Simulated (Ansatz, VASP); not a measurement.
MgCd3Se2: VASP beside Ansatz

```
Mg Cd Se
1.0
     4.86369    0.00000    0.00000
    -2.43185    4.21208    0.00000
     0.00000    0.00000    7.71431
Mg Cd Se
1 3 2
Direct
  0.00000 0.00000 0.00000
  0.33333 0.66667 0.65101
  0.66667 0.33333 0.34899
  0.00000 0.00000 0.50000
  0.33333 0.66667 0.24925
  0.66667 0.33333 0.75075
```

Change from the starting cell: species swapped into the Li3YSb2 type (P-3m1, No. 164).

Alike in both runs: task single point; functional PBE; k mesh 6 × 6 × 2; occupations gaussian, width 0.1 eV; no spin polarisation.

|  | VASP | Ansatz |
| --- | --- | --- |
| version | VASP 6.6.1 | Ansatz 0.2.0 |
| potentials or method | VASP PAW PBE potentials, release 64 (Mg, Cd, Se) | scalar-relativistic, plane waves, PAW |
| plane-wave cutoff (eV) | 520 | 420 |
| valence electrons in the cell | 50 | 102 |

```tsv
	VASP	Ansatz	Ansatz less VASP
gap on the k mesh at the Fermi level (eV)	none	none	-
pressure (GPa)	-0.6	-0.8	-0.17
rms of the force components (eV/Å)	0.246	0.239	-0.0070
```

Atom by atom the forces differ by 0.007 eV/Å (rms over components). A gap of «none» marks a metal or a gap that the smearing closes. With one functional, cell and mesh, what is left measures potentials, basis and numerics. The two sets of potentials don't hold the same shells in valence.

Caveats: the k mesh is coarse (spacing up to 0.41 Å⁻¹), so the values aren't converged.
